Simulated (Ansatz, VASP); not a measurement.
One calculation of CsAg2, two programs

```xyz
6
Lattice="4.8502 0.0000 0.0000 -2.4251 4.2004 0.0000 0.0000 0.0000 10.9237" Properties=species:S:1:pos:R:3 pbc="T T T"
Cs   -2.4251    4.2004    2.7309
Cs   -2.4251    4.2004    8.1928
Ag    0.0000    2.8003    0.0001
Ag    0.0000    2.8003    5.4619
Ag    2.4251    1.4001    5.4618
Ag    2.4251    1.4001   10.9236
```

Alike in both runs: task single point; functional PBE; k mesh 6 × 6 × 2; occupations gaussian, width 0.2 eV; no spin polarisation.

|  | VASP | Ansatz |
| --- | --- | --- |
| version | VASP 6.6.1 | Ansatz 0.2.0 |
| potentials or method | VASP PAW PBE potentials, release 64 (Cs_sv, Ag) | scalar-relativistic, plane waves, PAW |
| plane-wave cutoff (eV) | 520 | 420 |
| valence electrons in the cell | 62 | 94 |

|  | VASP | Ansatz | Ansatz less VASP |
| --- | --- | --- | --- |
| gap on the k mesh at the Fermi level (eV) | none | none | - |
| pressure (GPa) | 0.0 | 0.0 | 0.00 |

A gap of «none» marks a metal or a gap that the smearing closes. The two sets of potentials don't hold the same shells in valence. Ansatz warned: «structure_snapped_to_symmetry».

The runs have no spin-orbit coupling, so splittings on Cs are missing.
